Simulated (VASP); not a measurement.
Calculation: PBEsol GGA, VASP's PBE PAW potentials (set 64) (plane waves; VASP). Each cell was relaxed at this level.

Question: Which of these has an unstable (imaginary) mode at Γ?
(A) Mg, P6_3/mmc (194)
(B) La3Al, Pm-3m (221)
(C) HfPd, Pm-3m (221)
(D) KCaF3, Pm-3m (221)

Answer: D, KCaF3, Pm-3m (221). Its optical Γ-point modes are 50i (×3), 50 (×3), 181 (×3), 427 (×3) cm⁻¹.
